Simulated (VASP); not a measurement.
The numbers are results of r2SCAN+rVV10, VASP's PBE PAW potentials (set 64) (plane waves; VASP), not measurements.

Input for VASP

File KPOINTS:
```
K-points
0
gamma
17 17 9
0 0 0
```

### INCAR
```
# general
SYSTEM  =Tc
PREC    =Accurate
ENCUT   =520   # plane-wave cut-off (eV)
LREAL   =F   # projection in real space or not
LASPH   =T

# electronic loop
EDIFF   =1E-7   # SCF stop (eV)
NELM    =100   # most electronic steps
ALGO    =Normal
LMAXMIX =4   # l cut-off of mixed one-centre charges
LMIXTAU =T

# smearing
ISMEAR  =-5   # tetrahedra, Bloechl

# functional
METAGGA =R2SCAN
LUSE_VDW=T
BPARAM  =11.95
CPARAM  =0.0093

# ions
ISIF    =2

# output
LWAVE   =F
LCHARG  =F
LORBIT  =11   # lm-projected
NEDOS   =601
```

### POSCAR
```
Tc
1.0
  1.3649505908  -2.3641641623   0.0000000000
  1.3649505908   2.3641641623   0.0000000000
  0.0000000000   0.0000000000   4.3827753023
Tc
2
Direct
  0.3333330000   0.6666670000   0.2500000000
  0.6666670000   0.3333330000   0.7500000000
```

### KPOINTS_OPT
```
k-points along high-symmetry lines
6
Line-mode
Reciprocal
  0.000000   0.000000   0.000000 ! GAMMA
 -0.000000   0.500000   0.000000 ! M

 -0.000000   0.500000   0.000000 ! M
 -0.333333   0.666667   0.000000 ! K

 -0.333333   0.666667   0.000000 ! K
  0.000000   0.000000   0.000000 ! GAMMA

  0.000000   0.000000   0.000000 ! GAMMA
  0.000000   0.000000   0.500000 ! A

  0.000000   0.000000   0.500000 ! A
 -0.000000   0.500000   0.500000 ! L

 -0.000000   0.500000   0.500000 ! L
 -0.333333   0.666667   0.500000 ! H

 -0.333333   0.666667   0.500000 ! H
  0.000000   0.000000   0.500000 ! A

 -0.000000   0.500000   0.500000 ! L
 -0.000000   0.500000   0.000000 ! M

 -0.333333   0.666667   0.500000 ! H
 -0.333333   0.666667   0.000000 ! K
```

POTCAR, in this order: Tc_pv (PBE.64 set). Program: vasp_std.

Output

OSZICAR:
```
       N       E                     dE             d eps       ncg     rms          rms(c)
DAV:   1     0.286999137690E+03    0.28700E+03   -0.17247E+04  5634   0.166E+03
DAV:   2    -0.556382327169E+02   -0.34264E+03   -0.33966E+03  6304   0.473E+02
DAV:   3    -0.640908821740E+02   -0.84526E+01   -0.82800E+01  6433   0.867E+01
DAV:   4    -0.641689019394E+02   -0.78020E-01   -0.77793E-01  6391   0.853E+00
DAV:   5    -0.641695645497E+02   -0.66261E-03   -0.66103E-03  6298   0.760E-01    0.301E+01
DAV:   6    -0.525670165225E+02    0.11603E+02   -0.11736E+01  5754   0.406E+01    0.386E+00
DAV:   7    -0.504198001205E+02    0.21472E+01   -0.14074E+00  6158   0.886E+00    0.961E-01
DAV:   8    -0.514508102796E+02   -0.10310E+01   -0.12300E+00  5837   0.773E+00    0.188E+00
DAV:   9    -0.515190899170E+02   -0.68280E-01   -0.40397E-02  5807   0.220E+00    0.496E-01
DAV:  10    -0.515303220677E+02   -0.11232E-01   -0.41601E-02  5616   0.257E+00    0.426E-01
DAV:  11    -0.515294769448E+02    0.84512E-03   -0.68909E-04  6416   0.246E-01    0.342E-01
DAV:  12    -0.515279589026E+02    0.15180E-02   -0.76715E-03  5624   0.918E-01    0.560E-02
DAV:  13    -0.515292546868E+02   -0.12958E-02   -0.85956E-04  5978   0.223E-01    0.322E-02
DAV:  14    -0.515293174386E+02   -0.62752E-04   -0.48893E-05  5861   0.593E-02    0.398E-02
DAV:  15    -0.515293360052E+02   -0.18567E-04   -0.69027E-06  5767   0.298E-02    0.448E-02
DAV:  16    -0.515293322008E+02    0.38044E-05   -0.23953E-05  5620   0.564E-02    0.250E-02
DAV:  17    -0.515293420507E+02   -0.98499E-05   -0.32436E-05  5920   0.592E-02    0.210E-03
DAV:  18    -0.515293436678E+02   -0.16171E-05   -0.14102E-06  6285   0.112E-02    0.533E-03
DAV:  19    -0.515293431806E+02    0.48712E-06   -0.76897E-07  5673   0.974E-03    0.148E-03
DAV:  20    -0.515293426462E+02    0.53441E-06   -0.14307E-08  2818   0.135E-03    0.951E-04
DAV:  21    -0.515293425139E+02    0.13228E-06   -0.27880E-08  2820   0.156E-03    0.201E-04
DAV:  22    -0.515293424132E+02    0.10076E-06   -0.22359E-09  2817   0.480E-04    0.115E-04
DAV:  23    -0.515293424322E+02   -0.19002E-07   -0.60619E-10  2814   0.221E-04
   1 F= -.51529342E+02 E0= -.51529342E+02  d E =0.000000E+00
       N       E                     dE             ncg
```

### OUTCAR
```
------------------------ aborting loop because EDIFF is reached ----------------------------------------
  FORCE on cell =-STRESS in cart. coord.  units (eV):
  Direction    XX          YY          ZZ          XY          YZ          ZX
  --------------------------------------------------------------------------------------
  Total        0.0819815      0.0819816     -0.0310638      0.0000000     -0.0000000      0.0000000
  in kB        4.6435796      4.6435811     -1.7595103      0.0000000     -0.0000000      0.0000000
  external PRESSURE =       2.5092168 kB  Pullay stress =       0.0000000 kB
  volume of cell :       28.29
      direct lattice vectors                 reciprocal lattice vectors
     1.364950591 -2.364164162  0.000000000     0.366313626 -0.211491236  0.000000000
     1.364950591  2.364164162  0.000000000     0.366313626  0.211491236  0.000000000
     0.000000000  0.000000000  4.382775302     0.000000000  0.000000000  0.228165929
 POSITION                                       TOTAL-FORCE (eV/Angst)
 -----------------------------------------------------------------------------------
      1.36495      0.78806      1.09569         0.000000      0.000000      0.000000
      1.36495     -0.78806      3.28708        -0.000000     -0.000000      0.000000
 -----------------------------------------------------------------------------------
    total drift:                                0.000025      0.000613     -0.000043
  FREE ENERGIE OF THE ION-ELECTRON SYSTEM (eV)
  ---------------------------------------------------
  free  energy   TOTEN  =       -51.5293424322 eV

  energy  without entropy=      -51.5293424322  energy(sigma->0) =      -51.52934243

 total charge

# of ion       s       p       d       tot
------------------------------------------
    1        0.484   6.512   5.114  12.111
    2        0.484   6.512   5.114  12.111
--------------------------------------------------
tot          0.968  13.025  10.229  24.221
```
(Selected blocks of OUTCAR.)

For a metal the tetrahedron method with Blöchl corrections gives inexact stress and forces.

The compound is Tc in the hcp structure. It was relaxed first.
